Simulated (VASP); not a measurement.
## Be2Au: atomic charges with RPBE+D3+U

Be2Au:

```xyz
3
Lattice="0.0000 2.5425 2.5425 2.5425 0.0000 2.5425 2.5425 2.5425 0.0000" Properties=species:S:1:pos:R:3 pbc="T T T"
Be    1.2713    1.2713    1.2713
Be    3.8138    3.8138    3.8138
Au    0.0000    0.0000    0.0000
```

The cell was built by a generator and needn't be a form met in nature.

The cell isn't the ideal one: volume scaled by 0.8.

```json
{
 "Program": "VASP 6.6.1",
 "Task": "atomic charges",
 "Functional": "RPBE",
 "Dispersion": "D3",
 "Potentials or basis": "VASP PAW PBE potentials, release 64 (Be, Au)",
 "Cutoff": "520 eV",
 "k mesh": "6 × 6 × 6",
 "Occupations": "methfessel-paxton 2, width 0.2 eV",
 "Spin": "spin-orbit coupling, no magnetisation",
 "Hubbard terms": "Au d U = 3 eV, J = 1.0 eV",
 "LDAUTYPE": "2",
 "Hund's J": "1",
 "Further INCAR settings": "ALGO = Normal; EDIFF = 1e-07"
}
```

* Pressure: 28.2 GPa
* Valence electrons inside the program's atomic spheres: Be 1.18; Au 10.39
* Dispersion energy per atom: -0.702 eV

Wall time 18 s on 1 thread of Intel(R) Xeon(R) 6975P-C (Granite Rapids), with other jobs on the host, peak memory 0.26 GiB.

Caveat: the PAW data sets were made with another functional, which shifts forces and pressure a little; the U is typed as a test and isn't derived for this compound.
